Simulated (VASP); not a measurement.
Output of a VASP run:

OSZICAR:
```
       N       E                     dE             d eps       ncg     rms          rms(c)
DAV:   1     0.436943666290E+02    0.43694E+02   -0.57384E+03  1136   0.134E+03
DAV:   2    -0.676559164162E+01   -0.50460E+02   -0.48170E+02  1124   0.205E+02
DAV:   3    -0.801915456288E+01   -0.12536E+01   -0.12416E+01  1342   0.422E+01
DAV:   4    -0.803975700876E+01   -0.20602E-01   -0.20590E-01  1278   0.476E+00
DAV:   5    -0.804035637447E+01   -0.59937E-03   -0.59935E-03  1306   0.836E-01    0.115E+01
DAV:   6    -0.978313324019E+01   -0.17428E+01   -0.53769E+01  1240   0.126E+02    0.148E+01
DAV:   7    -0.674313529293E+01    0.30400E+01   -0.15688E+01  1238   0.760E+01    0.106E+00
DAV:   8    -0.673760584813E+01    0.55294E-02   -0.38726E-01  1382   0.780E+00    0.100E+00
DAV:   9    -0.672502351984E+01    0.12582E-01   -0.53808E-02  1306   0.387E+00    0.169E-01
DAV:  10    -0.672473758133E+01    0.28594E-03   -0.14977E-03  1290   0.599E-01    0.663E-02
DAV:  11    -0.672473369767E+01    0.38837E-05   -0.42615E-05  1334   0.656E-02    0.220E-02
DAV:  12    -0.672473198614E+01    0.17115E-05   -0.24287E-06   922   0.265E-02    0.304E-03
DAV:  13    -0.672473160371E+01    0.38242E-06   -0.17820E-07   578   0.470E-03
   1 F= -.67247316E+01 E0= -.67245635E+01  d E =-.672473E+01
       N       E                     dE             d eps       ncg     rms          rms(c)
DAV:   1    -0.683296479603E+01   -0.10823E+00   -0.13529E+00  1216   0.218E+01    0.311E+00
DAV:   2    -0.697553268061E+01   -0.14257E+00   -0.42366E+00  1260   0.352E+01    0.401E+00
DAV:   3    -0.672682403361E+01    0.24871E+00   -0.16058E+00  1240   0.227E+01    0.317E-01
DAV:   4    -0.672615057609E+01    0.67346E-03   -0.12754E-02  1176   0.112E+00    0.247E-01
DAV:   5    -0.672551360798E+01    0.63697E-03   -0.31511E-03  1368   0.871E-01    0.329E-02
DAV:   6    -0.672552294246E+01   -0.93345E-05   -0.53707E-05  1184   0.777E-02    0.159E-02
DAV:   7    -0.672552209134E+01    0.85112E-06   -0.78938E-06  1252   0.519E-02
   2 F= -.67255221E+01 E0= -.67253334E+01  d E =-.790488E-03
       N       E                     dE             d eps       ncg     rms          rms(c)
DAV:   1    -0.674342084998E+01   -0.17898E-01   -0.22271E-01  1206   0.898E+00    0.119E+00
DAV:   2    -0.676123925406E+01   -0.17818E-01   -0.61610E-01  1244   0.135E+01    0.153E+00
DAV:   3    -0.672679445461E+01    0.34445E-01   -0.24983E-01  1264   0.864E+00    0.193E-01
DAV:   4    -0.672632948503E+01    0.46497E-03   -0.17703E-03  1206   0.563E-01    0.158E-02
DAV:   5    -0.672633244195E+01   -0.29569E-05   -0.33747E-05  1410   0.568E-02    0.105E-02
DAV:   6    -0.672633410042E+01   -0.16585E-05   -0.15989E-06   662   0.152E-02    0.194E-03
DAV:   7    -0.672633424244E+01   -0.14202E-06   -0.24889E-07   560   0.781E-03
   3 F= -.67263342E+01 E0= -.67261546E+01  d E =-.160264E-02
```

**OUTCAR**
```
------------------------ aborting loop because EDIFF is reached ----------------------------------------
  FORCE on cell =-STRESS in cart. coord.  units (eV):
  Direction    XX          YY          ZZ          XY          YZ          ZX
  --------------------------------------------------------------------------------------
  Total        0.0046359      0.0046359      0.0046359      0.0000000      0.0000000     -0.0000000
  in kB        0.3113210      0.3113210      0.3113210      0.0000000      0.0000000     -0.0000000
  external PRESSURE =       0.3113210 kB  Pullay stress =       0.0000000 kB
  volume of cell :       23.86
      direct lattice vectors                 reciprocal lattice vectors
     2.878798991  0.000000000 -0.000000000     0.347367080  0.000000000 -0.000000000
    -0.000000000  2.878798991 -0.000000000    -0.000000000  0.347367080 -0.000000000
     0.000000000  0.000000000  2.878798991     0.000000000  0.000000000  0.347367080
 POSITION                                       TOTAL-FORCE (eV/Angst)
 -----------------------------------------------------------------------------------
      1.43940      1.43940      1.43940        -0.000000     -0.000000      0.000000
      0.00000      0.00000      0.00000         0.000000      0.000000     -0.000000
 -----------------------------------------------------------------------------------
    total drift:                                0.000000      0.000000      0.000000
  FREE ENERGIE OF THE ION-ELECTRON SYSTEM (eV)
  ---------------------------------------------------
  free  energy   TOTEN  =        -6.7263342424 eV

  energy  without entropy=       -6.7257952136  energy(sigma->0) =       -6.72615457

 reached required accuracy - stopping structural energy minimisation
```
(Selected blocks of OUTCAR.)

File POSCAR:
```
NiAl
1
    2.8900000000     0.0000000000     0.0000000000
    0.0000000000     2.8900000000     0.0000000000
    0.0000000000     0.0000000000     2.8900000000
Al Ni
1 1
Direct
  0.5000000000   0.5000000000   0.5000000000
  0.0000000000   0.0000000000   0.0000000000
```

Q: Reconstruct the remaining input files.

A: Several could match; the one computed here: the input of the run itself, optB86b-vdW, plane waves, VASP's PBE PAW potentials (set 64).

INCAR:
```
SYSTEM = NiAl
PREC = Accurate; ENCUT = 520; LREAL = F
LASPH = T
EDIFF = 1E-6; NELM = 100; ALGO = Normal
LMAXMIX = 4
ISMEAR = 1; SIGMA = 0.1
GGA = MK; LUSE_VDW = T; AGGAC = 0.0
PARAM1 = 0.1234; PARAM2 = 1.0
IBRION = 2; NSW = 60; ISIF = 3
EDIFFG = -0.01
LWAVE = F; LCHARG = F
```

### KPOINTS
```
K-points
0
G
11 11 11
```

POTCAR, in this order: Al Ni (PBE.64 set). Program: vasp_std.

The compound is NiAl in the CsCl type structure. This run relaxes it. Symmetry was kept, so distortions that lower it aren't found. The run is not spin-polarised, so no magnetic state was tried. The electron count is odd and the run is not spin-polarised, which forces a metal.
